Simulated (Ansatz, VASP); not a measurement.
# Cross-check of TaTi2 (TaTi2 in the C11b ordering) between VASP and Ansatz

Wanted: the spread between two codes on one cell, functional and k mesh. The cell is generated by rule, not measured, and may not be a known phase. The cell is taken from a series of runs on this material, whose earlier steps may have relaxed, scaled, displaced or heated it; both programs get it as it stands.

Calculated with Ansatz 0.2.0; plane waves, with VASP 6.6.1 beside it; relaxation of cell and atoms at PBE.

The structure was built from a prototype and need not be the compound's stable phase.

### Step 1. Set-up

It takes space group I4/mmm (No. 139, tetragonal). The conventional cell has a = 3.396 Å, b = 3.396 Å, c = 9.137 Å, α = 90.00°, β = 90.00°, γ = 90.00°. Nearest to Ta lie 10 Ti at 2.82 to 3.09 Å. Nearest to Ti lie 5 Ta at 2.82 to 3.09 Å and 5 Ti at 2.89 to 2.96 Å. Farther neighbours are not listed.

### Step 2. Ansatz: relaxation of cell and atoms, PBE

Ansatz runs on its default PAW (the set named soft_2) files.

The relaxed volume is the usual yardstick between codes: in a stiff, nearly cubic crystal its relative difference is about their pressure difference at one cell divided by the bulk modulus.

File input.yaml:

```yaml
crystal:
  lattice:
    - [3.3963853729, 0.0, 0.0]
    - [0.0, 3.3963853729, 0.0]
    - [1.6981926864, 1.6981926864, 4.5684474014]
  atoms:
    - { symbol: Ta, position: [0.0, 0.0, 0.0] }
    - { symbol: Ti, position: [0.6617123884, 0.6617123884, 0.6765752232] }
    - { symbol: Ti, position: [0.3382876116, 0.3382876116, 0.3234247768] }
kpoints:
  mp_grid: { grid: [8, 8, 8] }
hamiltonian:
  xc: pbe
scf:
  occupations: { method: methfessel_paxton, width: 0.2 }
output:
  forces: true
  stress: true
  eigenvalues: true
relax:
  adjacent_minimum: "off"
  f_tol: 0.001
  max_steps: 60
  cell: { stress_tol: 0.01 }
```

On the command line:

```
ansatz run input.yaml --threads 4 --pin off --max-ram 8192MiB --backend cpu --events-out ev --progress --plain --runs-dir out
```

Numbers of over 12 decimals in the logs are rounded to 6 here.

The log of the run:

```text
Engine: ansatz 0.2.0, x86_64-unknown-linux-gnu
Pseudopotentials: kind: paw
Pseudopotential: Ta, paw, valence charge 13, recommended cutoff 420 eV (normal), Ta.paw.azcp
Pseudopotential: Ti, paw, valence charge 12, recommended cutoff 420 eV (normal), Ti.paw.azcp
Functional definition: PBE
  parameter kappa = 0.804
  parameter beta = 0.066725
  exchange = pbe_x(kappa = kappa, mu = beta*pi^2/3)
  correlation = pbe_c(beta = beta)
Crystal: 3 atoms, lattice volume = 52.699 Å³
Basis set: ecut = 420 eV, 1039 PW (Γ), exchange–correlation on 48×48×72 points (8 copies of the dense FFT grid, shifted against one another)
Bands: 23, of which v1, the nominal top of the filled ones, is band 19 counted from 1 (18 counted from 0)
Symmetry: 16 space group operations
Space group: I4/mmm (ITA 139), of the structure as read, at distance tolerance 3.7e-5 Å
k-points: 59 of 512
Non-local potential: Ta, projectors of the file, l = 0: 3, l = 1: 2, l = 2: 2, l = 3: 1
Non-local potential: Ti, projectors of the file, l = 0: 3, l = 1: 2, l = 2: 3, l = 3: 1
PAW form: soft (Blöchl's): semilocal exchange-correlation on the pseudo side does not see the compensation charge
PAW one-centre angular grid: Ta, 590 points (default); XC on 64 Gauss nodes
PAW one-centre angular grid: Ti, 590 points (default); XC on 64 Gauss nodes
Initial density: superposition of atomic densities (neutral atoms: chi_scale 0, normalization atom), corrected by the library's trained network
Initial wavefunctions: pseudopotential atomic-orbital guess
Functional: x = pbe(κ = 0.804, μ = 0.219515), c = pbe(β = 0.066725)
SCF iter   1: F=—  HF=-14931.306897 eV  |F-HF|=—  |Δ(HF+E_count)|=         —  Δρ=4.50e-3  dr2=1.22e-2  ethr=1.77e-3  ⟨swp⟩=4.0  Hψ=4833  notcnv=0
preconditioner: auto → Kerker (q_TF=auto, 2.572 Å⁻¹)  [metal: Δε(μ)=0.007 eV  Ē_g=3.018 eV  σ=0.200 eV  W_gap=0.03  n_scr=10 (ndim 8)  ℏωp=18.4 eV  f_vac=0.000  D(μ)=6.50/eV (n_scr^D=102)]
SCF iter   2: F=—  HF=-14931.306372 eV  |F-HF|=—  |Δ(HF+E_count)|=   5.25e-4  S|Δr|=    0.00e0  Δρ=2.34e-3  dr2=3.19e-3  ethr=3.30e-5  ⟨swp⟩=1.7  Hψ=2061  notcnv=0
SCF iter   3: F=—  HF=-14931.305895 eV  |F-HF|=—  |Δ(HF+E_count)|=   4.77e-4  S|Δr|=    0.00e0  Δρ=5.03e-4  dr2=1.64e-4  ethr=8.62e-6  ⟨swp⟩=2.0  Hψ=1635  notcnv=0
SCF iter   4: F=—  HF=-14931.305868 eV  |F-HF|=—  |Δ(HF+E_count)|=   2.73e-5  S|Δr|=    0.00e0  Δρ=9.93e-5  dr2=4.27e-6  ethr=4.43e-7  ⟨swp⟩=2.0  Hψ=1719  notcnv=0
SCF iter   5: F=—  HF=-14931.305856 eV  |F-HF|=—  |Δ(HF+E_count)|=   1.17e-5  S|Δr|=    0.00e0  Δρ=1.96e-5  dr2=1.88e-7  ethr=1.16e-8  ⟨swp⟩=2.4  Hψ=1981  notcnv=0
SCF iter   6: F=-14931.305856 eV  HF=-14931.305856 eV  |F-HF|=2.67e-9  |Δ(HF+E_count)|=   1.93e-8  S|Δr|=    0.00e0  Δρ=3.39e-6  dr2=6.44e-9  ethr=2.70e-10  ⟨swp⟩=5.2  Hψ=5123  notcnv=0
SCF 1 converged in 6 iterations: F = -14931.305856 eV  dr2 = 6.44e-9
  greatest PAW one-centre occupation: 1.000 electrons in one spin orbital (limit 2), on the Ta atom at site 0 (counted from 0), in its partial waves of l = 0
relax step   1: F+E_penalty+E_count = -14931.30585615 eV  Δ(F+E_penalty+E_count) = +0.000e0 eV  max|allowed force component| = 2.060e-2 eV/Å  Δτ_max = 0.0000 Å  P = -0.002 GPa  Ω = 52.699 Å³  (6 SCF iters, dr2 threshold 1.00e-7 eV, accepted)
[...]
relax step   5: F+E_penalty+E_count = -14931.30685717 eV  Δ(F+E_penalty+E_count) = -5.181e-5 eV  max|allowed force component| = 1.249e-3 eV/Å  Δτ_max = 0.0007 Å  P = -0.024 GPa  Ω = 52.705 Å³  energy of the carried Pulay correction = -1.129e-6 eV  (8 SCF iters, accepted)
[...]
relax step   6: F+E_penalty+E_count = -14931.30688697 eV  Δ(F+E_penalty+E_count) = -2.980e-5 eV  max|allowed force component| = 3.517e-4 eV/Å  Δτ_max = 0.0004 Å  P = +0.001 GPa  Ω = 52.691 Å³  energy of the carried Pulay correction = +1.435e-6 eV  (5 SCF iters, dr2 threshold 4.51e-9 eV, accepted)
[...]
relax step   7: F+E_penalty+E_count = -14931.30688757 eV  Δ(F+E_penalty+E_count) = -6.017e-7 eV  max|allowed force component| = 3.193e-5 eV/Å  Δτ_max = 0.0000 Å  P = -0.001 GPa  Ω = 52.691 Å³  energy of the carried Pulay correction = +1.498e-6 eV  (7 SCF iters, accepted)
[...]
relax step   8: F+E_penalty+E_count = -14931.30690564 eV  Δ(F+E_penalty+E_count) = -1.807e-5 eV  max|allowed force component| = 4.176e-5 eV/Å  Δτ_max = 0.0000 Å  P = -0.000 GPa  Ω = 52.691 Å³  stress off target by 3.92e-3 GPa  SCF on the basis re-selected at this cell (its energy is not comparable with the rows above)  (5 SCF iters)
basis re-selected at this cell: Δ(F+E_penalty+E_count) = -1.807e-5 eV, ΔP = +0.000 GPa vs the last step (what re-selecting the basis moved, of the pressure what is left beyond the Pulay correction that the steps carried, after the strain that the cell walked since its last selection, with what the two solves' SCF thresholds leave and, on support functions, any second-order correction that the steps lacked; it is no m [...]
SCF converged after 5 iterations
Stability not checked: this state was not tested for a lower state beside it, because cold or Methfessel-Paxton smearing, or corrected tetrahedra, fill the levels in a way that the test cannot read (fill_not_monotonic; see scf.lower_state_search)
Free energy (F): -14931.306906 eV
Harris-Foulkes:  -14931.306906 eV  (|F-HF|=3.64e-12)
Internal energy: -14931.300810 eV  (E = F + TS)
E sigma→0 (E₀):  -14931.305382 eV
Entropy (-TS):   -0.006096 eV (-2.032 meV/atom)
Fermi energy:    15.069206 eV
--- Per-component energies (eV) ---
  E_band       = -418.536085
  E_kinetic    = 911.243264
  E_local      = -2180.405033  (includes V_loc(G=0)·N_el)
  E_nonlocal   = 31.063445
  E_hartree    = 861.045145
  E_xc         = -413.316563
  E_vxc        = -447.861985  (∫ρ·V_xc dr)
  E_paw        = -10491.784326  (= ΣΔE_a)
  E_vpaw       = -454.666453  (= ΣTr[D̂ρ^β])
  E_aug_tail   = 0.000395  (compensation charges beyond the density's cutoff)
  E_ewald      = -3649.147136
  E_smearing   = -0.006096  (= −TS)
  E_closure    = 0.000000  (closes the sum)
  Σ components = -14931.306906   (vs F -14931.306906, Δ=0.00e0)
--- Forces (eV/Å), atoms counted from 1 ---
  atom   1  Ta     0.00000000    -0.00000000     0.00000000
  atom   2  Ti    -0.00000000    -0.00000000     0.00004176
  atom   3  Ti     0.00000000     0.00000000    -0.00004176
  max |Σ_I F_I| component: 4.73e-30 eV/Å
--- Stress (GPa, compression-positive) ---
       -0.002200      -0.000000      -0.000000
       -0.000000      -0.002200      -0.000000
       -0.000000      -0.000000       0.003921
  P = ⅓ Tr σ = -0.0002 GPa (-0.002 kbar)
--- Band table (eV; the first three rows and the last of 59) ---
  k-point 0: bands = [... 15 lower, 13.7288, 14.0840, 15.4527, 16.2741, 16.2741, 16.7233, 16.7233, 16.9567]
  k-point 1: bands = [... 15 lower, 13.5035, 14.4041, 15.5124, 16.2181, 16.2181, 16.3189, 16.3189, 17.5119]
  k-point 2: bands = [... 15 lower, 13.0023, 15.0624, 15.6882, 15.9864, 15.9864, 16.0900, 16.0900, 17.3060]
  k-point 58: bands = [... 15 lower, 13.9288, 14.5639, 14.7377, 14.7377, 15.4032, 15.4032, 17.4907, 17.7361]
--- Relaxed structure (7 steps of the walk, 6 accepted, 1 SCFs on fresh bases) ---
  F+E_penalty+E_count = -14931.30690564 eV   max|allowed force component| = 4.176e-5 eV/Å   (the final SCF, on the basis selected at the relaxed cell)
  cell:  # Å, volume = 52.6907 Å³
    - [3.369909, 5.144049926777881e-18, 1.844116140272193e-11]
    - [5.1440499281285184e-18, 3.369909, 1.8441163313839836e-11]
    - [1.684954, 1.684954, 4.639783]
  atoms:
    - { symbol: Ta, position: [0, 0, 0] }
    - { symbol: Ti, position: [0.661233, 0.661233, 0.677534] }
    - { symbol: Ti, position: [0.338767, 0.338767, 0.322466] }
```

In the SCF lines HF is the Harris–Foulkes energy and dr2 the Hartree energy of the density residual, in eV; the loop may stop once dr2 is under the threshold and the program's other checks hold. Hψ counts applications of the Hamiltonian.

### Step 3. VASP: relaxation of cell and atoms, PBE

The same cell, functional, mesh and smearing now go to VASP, with its own data sets.

Lines of VASP's logs that name or quote its potential files are left out, and so is its time.

File INCAR:

```
SYSTEM = TaTi2
PREC = Accurate
ENCUT = 500
EDIFF = 1E-07
NELM = 120
ISMEAR = 1
SIGMA = 0.2
LREAL = .FALSE.
ALGO = Normal
GGA = PE
NBANDS = 23
LASPH = .TRUE.
LORBIT = 11
LWAVE = .FALSE.
LCHARG = .FALSE.
ISIF = 3
IBRION = 2
NSW = 80
EDIFFG = -0.005
GGA_COMPAT = .FALSE.
NELMIN = 4
KPAR = 2
```

File POSCAR:

```
TaTi2
1.0
    3.3963850000      0.0000000000      0.0000000000
    0.0000000000      3.3963850000      0.0000000000
    1.6981930000      1.6981930000      4.5684470000
Ta Ti
1 2
Direct
    0.0000000000      0.0000000000      0.0000000000
    0.6617122941      0.6617122941      0.6765752125
    0.3382877059      0.3382877059      0.3234247875
```

File KPOINTS:

```
Automatic mesh
0
Gamma
8 8 8
0 0 0
```

PAW data sets: Ta_pv and Ti_sv (PBE family, release 64).

On the command line:

```
mpirun -np 2 vasp_std
```

The log of the run:

```text
[banner, memory and clock lines left out]
running    2 mpi-ranks, on    1 nodes
 distrk:  each k-point on    1 cores,    2 groups
 distr:  one band on    1 cores,    1 groups

 POSCAR found type information on POSCAR TaTi
 POSCAR found :  2 types and       3 ions
 LDA part: xc-table for (Slater+PW92), standard interpolation
 POSCAR, INCAR and KPOINTS ok, starting setup
 FFT: planning ... GRIDC
 FFT: planning ... GRID_SOFT
 FFT: planning ... GRID
 WAVECAR not read
 entering main loop
       N       E                     dE             d eps       ncg     rms          rms(c)
DAV:   1     0.389642812814E+03    0.38964E+03   -0.18073E+04  2722   0.173E+03
DAV:   2     0.932143767017E+01   -0.38032E+03   -0.37449E+03  2770   0.513E+02
DAV:   3    -0.274414352804E+02   -0.36763E+02   -0.35890E+02  5203   0.131E+02
DAV:   4    -0.300614561534E+02   -0.26200E+01   -0.26087E+01  3618   0.295E+01
DAV:   5    -0.302124896520E+02   -0.15103E+00   -0.15099E+00  4108   0.623E+00    0.176E+01
DAV:   6    -0.286652945389E+02    0.15472E+01   -0.32473E+01  3902   0.424E+01    0.897E+00
DAV:   7    -0.273524722221E+02    0.13128E+01   -0.11544E+01  3652   0.226E+01    0.532E+00
DAV:   8    -0.271964868296E+02    0.15599E+00   -0.15464E+00  3305   0.971E+00    0.130E+00
DAV:   9    -0.272043222209E+02   -0.78354E-02   -0.12709E-01  4196   0.336E+00    0.750E-01
DAV:  10    -0.272082209057E+02   -0.38987E-02   -0.19779E-02  3347   0.120E+00    0.243E-01
DAV:  11    -0.272077819107E+02    0.43900E-03   -0.27315E-03  4183   0.452E-01    0.886E-02
DAV:  12    -0.272078176970E+02   -0.35786E-04   -0.18664E-04  3367   0.109E-01    0.343E-02
DAV:  13    -0.272078023639E+02    0.15333E-04   -0.10895E-04  4308   0.801E-02    0.848E-03
DAV:  14    -0.272078011569E+02    0.12070E-05   -0.53639E-06  3558   0.198E-02    0.401E-03
DAV:  15    -0.272078011868E+02   -0.29899E-07   -0.25278E-06  3973   0.944E-03    0.230E-03
DAV:  16    -0.272078010515E+02    0.13533E-06   -0.35423E-07  3068   0.557E-03    0.515E-04
DAV:  17    -0.272078010451E+02    0.63428E-08   -0.24247E-08  2246   0.189E-03
   1 F= -.27207801E+02 E0= -.27204932E+02  d E =-.272078E+02
[... from here on, the cycles between the ionic steps are left out ...]
   2 F= -.27207957E+02 E0= -.27205230E+02  d E =-.155945E-03
   3 F= -.27207958E+02 E0= -.27205220E+02  d E =-.157425E-03
   4 F= -.27208115E+02 E0= -.27205498E+02  d E =-.156224E-03
   5 F= -.27208397E+02 E0= -.27206037E+02  d E =-.438257E-03
   6 F= -.27208490E+02 E0= -.27206417E+02  d E =-.531398E-03
   7 F= -.27208520E+02 E0= -.27206389E+02  d E =-.561952E-03
   8 F= -.27208553E+02 E0= -.27206423E+02  d E =-.330550E-04
   9 F= -.27208556E+02 E0= -.27206423E+02  d E =-.351705E-04
  10 F= -.27208561E+02 E0= -.27206430E+02  d E =-.406875E-04
  11 F= -.27208546E+02 E0= -.27206416E+02  d E =0.150837E-04
 trial-energy change:    0.000015  1 .order    0.000014   -0.000032    0.000060
 step:   0.5106(harm=  0.5369)  dis= 0.00028  next Energy=   -27.208566 (dE=-0.527E-05)
 bond charge predicted
       N       E                     dE             d eps       ncg     rms          rms(c)
DAV:   1    -0.272089022011E+02   -0.35616E-03   -0.12811E-02  3767   0.165E+00    0.169E-01
DAV:   2    -0.272086598009E+02    0.24240E-03   -0.29296E-03  3656   0.527E-01    0.649E-02
DAV:   3    -0.272085928672E+02    0.66934E-04   -0.12773E-03  4287   0.268E-01    0.463E-02
DAV:   4    -0.272085558801E+02    0.36987E-04   -0.30626E-04  4130   0.139E-01    0.158E-02
DAV:   5    -0.272085617988E+02   -0.59187E-05   -0.34784E-05  3844   0.415E-02    0.947E-03
DAV:   6    -0.272085653952E+02   -0.35964E-05   -0.60325E-06  4179   0.127E-02    0.699E-03
DAV:   7    -0.272085661116E+02   -0.71645E-06   -0.46502E-06  4015   0.141E-02    0.823E-04
DAV:   8    -0.272085661230E+02   -0.11400E-07   -0.43303E-07  2986   0.447E-03
  12 F= -.27208566E+02 E0= -.27206436E+02  d E =-.501335E-05
 curvature:  -0.45 expect dE=-0.116E-06 dE for cont linesearch -0.364E-07
 trial: gam= 0.00000 g(F)=  0.177E-07 g(S)=  0.242E-06 ort =-0.168E-05 (trialstep = 0.133E+01)
 search vector abs. value=  0.260E-06
 reached required accuracy - stopping structural energy minimisation
```

Parts of OUTCAR (step 3):

```text
ion  position               nearest neighbor table
   1  0.000  0.000  0.000-   2 2.82   3 2.82   2 2.82   3 2.82   3 2.82   2 2.82   3 2.82   2 2.82
                             3 3.09   2 3.09
   2  0.662  0.662  0.677-   1 2.82   1 2.82   1 2.82   1 2.82   3 2.89   3 2.89   3 2.89   3 2.89
                             1 3.09
   3  0.338  0.338  0.323-   1 2.82   1 2.82   1 2.82   1 2.82   2 2.89   2 2.89   2 2.89   2 2.89
                             1 3.09

  LATTYP: Found a body centered tetragonal cell.
 ALAT       =     3.3963850000
 C/A-ratio  =     2.6901820612

 Subroutine GETGRP returns: Found 16 space group operations
 (whereof 16 operations were pure point group operations)

The static configuration has the point symmetry D_4h.

 Found     59 irreducible k-points:

   k-points           NKPTS =     59   k-points in BZ     NKDIM =     59   number of bands    NBANDS=     23

   dimension x,y,z NGX =    28 NGY =   28 NGZ =   40
   dimension x,y,z NGXF=    56 NGYF=   56 NGZF=   80

   ENCUT  =  500.0 eV  36.75 Ry    6.06 a.u.   6.19  6.19  9.41*2*pi/ulx,y,z

   NELECT =      35.0000    total number of electrons

 k-points in reciprocal lattice and weights: Automatic mesh
   0.00000000  0.00000000  0.00000000       0.002
   0.12500000  0.00000000  0.00000000       0.016
   0.25000000  0.00000000  0.00000000       0.016
   0.37500000  0.00000000  0.00000000       0.016
   0.50000000  0.00000000  0.00000000       0.008
   0.12500000  0.12500000  0.00000000       0.016
   0.25000000  0.12500000  0.00000000       0.031
   0.37500000  0.12500000  0.00000000       0.031
   0.50000000  0.12500000  0.00000000       0.031
[...]
-0.12500000 -0.12500000  0.37500000       0.008
   0.00000000  0.00000000  0.50000000       0.002

 average (electrostatic) potential at core
       1 -34.8350       2 -73.2061       3 -73.2061

 E-fermi :   7.2641

 k-point     1 :       0.0000    0.0000    0.0000
  band No.  band energies     occupation
    ...
     12       0.5431      2.00000
     13       5.0901      2.00000
     14       5.1311      2.00000
     15       5.9395      2.00000
     16       6.2732      2.00000
     17       7.6163     -0.03191
     18       8.4834     -0.00000
     19       8.4835     -0.00000
     20       8.8947     -0.00000
     21       8.8947     -0.00000
    ...

 k-point     2 :       0.1250    0.0000    0.0000
  band No.  band energies     occupation
    ...
     12       0.8553      2.00000
     13       5.0151      2.00000
     14       5.3251      2.00000
     15       5.8437      2.00000
     16       6.3821      2.00000
     17       7.5861     -0.04520
     18       8.1716     -0.00000
     19       8.4546     -0.00000
     20       8.5857     -0.00000
     21       8.7295     -0.00000
    ...

 k-point     3 :       0.2500    0.0000    0.0000
  band No.  band energies     occupation
    ...
     13       4.7542      2.00000
     14       5.2932      2.00000
     15       5.9790      2.00000
     16       6.9549      2.05115
     17       7.0879      2.01589
     18       7.5210     -0.06989
     19       8.2166     -0.00000
     20       8.2233     -0.00000
     21       8.8779     -0.00000
     22       9.0089     -0.00000
    ...

  Total        0.0010961      0.0010961      0.0035545      0.0000000      0.0000000      0.0000000
  in kB        0.0333706      0.0333706      0.1082190      0.0000000      0.0000000      0.0000000
  external PRESSURE =       0.0583201 kB  Pullay stress =       0.0000000 kB

  energy-cutoff  :      500.00
  volume of cell :       52.62
      direct lattice vectors                 reciprocal lattice vectors
     3.374175202  0.000000000  0.000000004     0.296368724  0.000000000 -0.108172188
     0.000000000  3.374175202  0.000000004     0.000000000  0.296368724 -0.108172188
     1.687088104  1.687088104  4.622261574    -0.000000000 -0.000000000  0.216344312

 POSITION                                       TOTAL-FORCE (eV/Angst)
 -----------------------------------------------------------------------------------
      0.00000      0.00000      0.00000        -0.000000     -0.000000     -0.000000
      3.37418      3.37418      3.13054         0.000000      0.000000      0.000428
      1.68709      1.68709      1.49172        -0.000000     -0.000000     -0.000428
 -----------------------------------------------------------------------------------
    total drift:                                0.000000     -0.000000     -0.000000

  FREE ENERGIE OF THE ION-ELECTRON SYSTEM (eV)
  ---------------------------------------------------
  free  energy   TOTEN  =       -27.2085661230 eV

  energy  without entropy=      -27.2021746614  energy(sigma->0) =      -27.20643564

 reached required accuracy - stopping structural energy minimisation

 total charge
# of ion       s       p       d       tot
------------------------------------------
    1        0.386   6.122   2.390   8.898
    2        2.240   6.134   1.914  10.288
    3        2.240   6.134   1.914  10.288
--------------------------------------------------
tot          4.867  18.390   6.218  29.475

[... 3 further parts left out ...]
```

The run keeps the 16 symmetry operations of its start, so it cannot find a distortion of lower symmetry.

### Step 4. Side by side

Known differences besides the potentials themselves: the data sets hold 37 valence electrons in Ansatz (on its default PAW (the set named soft_2) files) and 35 in VASP; the cutoff is 420 eV in Ansatz and 500 eV in VASP; Ansatz adds a Pulay correction to the stress that steers its cell, VASP none. Total energies have different zeros and are not compared.

Compared:

```
                                         quantity  Ansatz   VASP  difference
                                      volume (Å³)   52.69  52.62     +0.13 %
edge a after relaxation, in the typed setting (Å)   3.370  3.374     -0.13 %
edge c after relaxation, in the typed setting (Å)   5.216  5.202     +0.27 %
```

### Step 5. Outcome

```
difference in edge c after relaxation, in the typed setting (relaxation of cell and atoms, PBE) : 0.27 %
```

What this shows: The difference in edge c after relaxation, in the typed setting is 0.27 % (relaxation of cell and atoms, PBE), within the 1.2 % picked in this series as the mark of a large difference, as far as the stopping tolerances let one tell. The data sets hold unlike numbers of valence electrons (37 in Ansatz and 35 in VASP), so part of the differences comes from the potentials. Such differences can come from data sets, numerical settings and the points named under the comparisons, not from the functional's error against experiment.

[Lines on the potential files, build, host, timing and source positions are cut from VASP's logs without a mark.]

[Logs are printed without paths, hosts, clocks, repeated set-up lines and the standing remarks that a program may print on its own settings, such as how far it seeks lower states.]

[Hosts, paths, dates, database ids (printed as entryN), source tags and the programs' standing remarks are cut or masked in the printed files.]
